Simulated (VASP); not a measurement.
Output of a VASP run:

OUTCAR:
```
 ion  position               nearest neighbor table
   1  0.000  0.000  0.000-
  LATTYP: Found a body centered cubic cell.
 ALAT       =     3.0007500794
 Subroutine PRICEL returns:
 Original cell was already a primitive cell.
 Subroutine GETGRP returns: Found 48 space group operations
The static configuration has the point symmetry O_h .
The dynamic configuration has the point symmetry O_h .
 Subroutine INISYM returns: Found 48 space group operations
 Subroutine IBZKPT returns following result:
 Found    165 irreducible k-points:

 Following reciprocal coordinates:
            Coordinates               Weight
  0.000000  0.000000  0.000000      1.000000
  0.058824  0.000000  0.000000     12.000000
  0.117647  0.000000  0.000000     12.000000
  0.176471  0.000000  0.000000     12.000000
  0.235294  0.000000  0.000000     12.000000
  0.294118  0.000000  0.000000     12.000000
  0.352941  0.000000  0.000000     12.000000
  0.411765  0.000000  0.000000     12.000000
  0.470588  0.000000  0.000000     12.000000
  0.058824  0.058824  0.000000     24.000000
  0.117647  0.058824 -0.000000     48.000000
  0.176471  0.058824 -0.000000     48.000000
  0.235294  0.058824 -0.000000     48.000000
  0.294118  0.058824  0.000000     48.000000
  0.352941  0.058824  0.000000     48.000000
  0.411765  0.058824  0.000000     48.000000
  0.470588  0.058824 -0.000000     24.000000
  0.117647  0.117647  0.000000     24.000000
  0.176471  0.117647  0.000000     48.000000
  0.235294  0.117647  0.000000     48.000000
  0.294118  0.117647  0.000000     48.000000
  0.352941  0.117647 -0.000000     48.000000
  0.411765  0.117647  0.000000     48.000000
  0.176471  0.176471  0.000000     24.000000
  0.235294  0.176471  0.000000     48.000000
  0.294118  0.176471  0.000000     48.000000
  0.352941  0.176471  0.000000     48.000000
  0.411765  0.176471  0.000000     24.000000
  0.235294  0.235294  0.000000     24.000000
  0.294118  0.235294  0.000000     48.000000
  0.352941  0.235294  0.000000     48.000000
  0.294118  0.294118  0.000000     24.000000
  0.352941  0.294118  0.000000     24.000000
  0.058824  0.058824  0.058824      8.000000
  0.117647  0.058824  0.058824     24.000000
  0.176471  0.058824  0.058824     24.000000
  0.235294  0.058824  0.058824     24.000000
  0.294118  0.058824  0.058824     24.000000
  0.352941  0.058824  0.058824     24.000000
  0.411765  0.058824  0.058824     24.000000
   k-points           NKPTS =    165   k-points in BZ     NKDIM =    165   number of bands    NBANDS=     10
   number of dos      NEDOS =    301   number of ions     NIONS =      1
   total plane-waves  NPLWV =   8000
   dimension x,y,z NGX =    20 NGY =   20 NGZ =   20
   dimension x,y,z NGXF=    40 NGYF=   40 NGZF=   40
   ions per type =               1
   PREC   = accura    normal or accurate (medium, high low for compatibility)
   ISTART =      0    job   : 0-new  1-cont  2-samecut
   ICHARG =      2    charge: 1-file 2-atom 10-const
   ISPIN  =      1    spin polarized calculation?
   LNONCOLLINEAR =      F non collinear calculations
   LSORBIT =      F    spin-orbit coupling
   INIWAV =      1    electr: 0-lowe 1-rand  2-diag
   ENCUT  =  520.0 eV  38.22 Ry    6.18 a.u.   4.83  4.83  4.83*2*pi/ulx,y,z
   NELM   =    100;   NELMIN=  2; NELMDL= -5     # of ELM steps
   EDIFF  = 0.1E-06   stopping-criterion for ELM
   LREAL  =      F    real-space projection
   NLSPLINE    = F    spline interpolate recip. space projectors
   LMAXMIX     =    4 max onsite mixed and CHGCAR
   VOSKOWN=      0    Vosko Wilk Nusair interpolation
   EDIFFG = 0.1E-05   stopping-criterion for IOM
   NSW    =      0    number of steps for IOM
   NBLOCK =      1;   KBLOCK =      1    inner block; outer block
   IBRION =     -1    ionic relax: 0-MD 1-quasi-New 2-CG
   NFREE  =      0    steps in history (QN), initial steepest desc. (CG)
...
```

**OSZICAR**
```
       N       E                     dE             d eps       ncg     rms          rms(c)
DAV:   1     0.799967176274E+02    0.79997E+02   -0.74635E+03  3300   0.145E+03
DAV:   2    -0.205041984605E+02   -0.10050E+03   -0.98441E+02  3380   0.387E+02
DAV:   3    -0.220804978861E+02   -0.15763E+01   -0.15512E+01  3518   0.571E+01
DAV:   4    -0.220918730383E+02   -0.11375E-01   -0.11367E-01  3346   0.500E+00
DAV:   5    -0.220920128941E+02   -0.13986E-03   -0.13986E-03  3480   0.558E-01    0.229E+01
DAV:   6    -0.171841073596E+02    0.49079E+01   -0.13102E+01  3316   0.583E+01    0.319E+00
DAV:   7    -0.174006518134E+02   -0.21654E+00   -0.10445E+00  3304   0.152E+01    0.232E+00
DAV:   8    -0.173876614432E+02    0.12990E-01   -0.38560E-01  3300   0.956E+00    0.145E+00
DAV:   9    -0.174618322179E+02   -0.74171E-01   -0.45805E-02  3300   0.379E+00    0.939E-01
DAV:  10    -0.175347514773E+02   -0.72919E-01   -0.14057E-01  3300   0.485E+00    0.385E-01
DAV:  11    -0.174970330292E+02    0.37718E-01   -0.31228E-02  3300   0.215E+00    0.381E-01
DAV:  12    -0.174671355922E+02    0.29897E-01   -0.58216E-02  3302   0.305E+00    0.113E-01
DAV:  13    -0.174692645786E+02   -0.21290E-02   -0.11966E-02  3300   0.179E+00    0.136E-01
DAV:  14    -0.174673294080E+02    0.19352E-02   -0.11479E-02  3300   0.179E+00    0.967E-02
DAV:  15    -0.174674434754E+02   -0.11407E-03   -0.26772E-04  3318   0.235E-01    0.133E-01
DAV:  16    -0.174670312108E+02    0.41226E-03   -0.20629E-04  3300   0.226E-01    0.956E-02
DAV:  17    -0.174668499156E+02    0.18130E-03   -0.16823E-04  3308   0.175E-01    0.594E-02
DAV:  18    -0.174668324673E+02    0.17448E-04   -0.84876E-05  3300   0.139E-01    0.395E-02
DAV:  19    -0.174668174367E+02    0.15031E-04   -0.17560E-05  3300   0.642E-02    0.299E-02
DAV:  20    -0.174668221861E+02   -0.47494E-05   -0.22911E-05  3300   0.673E-02    0.933E-03
DAV:  21    -0.174668035644E+02    0.18622E-04   -0.16490E-05  3300   0.613E-02    0.454E-03
DAV:  22    -0.174668017028E+02    0.18616E-05   -0.11593E-06  3312   0.168E-02    0.507E-03
DAV:  23    -0.174667940649E+02    0.76379E-05   -0.48233E-06  3300   0.336E-02    0.153E-03
DAV:  24    -0.174667951555E+02   -0.10906E-05   -0.81573E-07  3300   0.135E-02    0.382E-04
DAV:  25    -0.174667951654E+02   -0.99246E-08   -0.65064E-08  1680   0.404E-03
   1 F= -.17466795E+02 E0= -.17466692E+02  d E =-.308656E-03
```

**OUTCAR**
```
------------------------ aborting loop because EDIFF is reached ----------------------------------------
  FORCE on cell =-STRESS in cart. coord.  units (eV):
  Direction    XX          YY          ZZ          XY          YZ          ZX
  --------------------------------------------------------------------------------------
  Total       -0.4244052     -0.4244052     -0.4244052     -0.0000000     -0.0000000      0.0000000
  in kB      -50.3305620    -50.3305620    -50.3305620     -0.0000000     -0.0000000      0.0000000
  external PRESSURE =     -50.3305620 kB  Pullay stress =       0.0000000 kB
  volume of cell :       13.51
      direct lattice vectors                 reciprocal lattice vectors
    -1.500375040  1.500375040  1.500375040     0.000000000  0.333250012  0.333250012
     1.500375040 -1.500375040  1.500375040     0.333250012  0.000000000  0.333250012
     1.500375040  1.500375040 -1.500375040     0.333250012  0.333250012  0.000000000
 POSITION                                       TOTAL-FORCE (eV/Angst)
 -----------------------------------------------------------------------------------
      0.00000      0.00000      0.00000         0.000000      0.000000      0.000000
 -----------------------------------------------------------------------------------
    total drift:                               -0.000000     -0.000000      0.000000
  FREE ENERGIE OF THE ION-ELECTRON SYSTEM (eV)
  ---------------------------------------------------
  free  energy   TOTEN  =       -17.4667951654 eV

  energy  without entropy=      -17.4664865097  energy(sigma->0) =      -17.46669228
```
(Selected blocks of OUTCAR.)

**POSCAR**
```
V
1
   -1.5003750397     1.5003750397     1.5003750397
    1.5003750397    -1.5003750397     1.5003750397
    1.5003750397     1.5003750397    -1.5003750397
V
1
Direct
  0.0000000000   0.0000000000   0.0000000000
```

### Question
Reconstruct the remaining input files.

### Answer
One answer among several that fit: the input of the run itself, SCAN meta-GGA, plane waves, VASP's PBE PAW potentials (set 64).

INCAR:
```
SYSTEM = V
PREC = Accurate; ENCUT = 520; LREAL = F
LASPH = T
EDIFF = 1E-7; NELM = 100; ALGO = Normal
LMAXMIX = 4; LMIXTAU = T
ISMEAR = 1; SIGMA = 0.1
METAGGA = SCAN
ISIF = 2
LWAVE = F; LCHARG = F
```

**KPOINTS**
```
Automatic mesh
0
Gamma
  17 17 17
```

POTCAR, in this order: V_sv (PBE.64 set). Program: vasp_std.

The compound is V in the bcc structure. This cell is one point of a volume scan, at 1.03 of the reference volume. The run is not spin-polarised, so no magnetic state was tried.
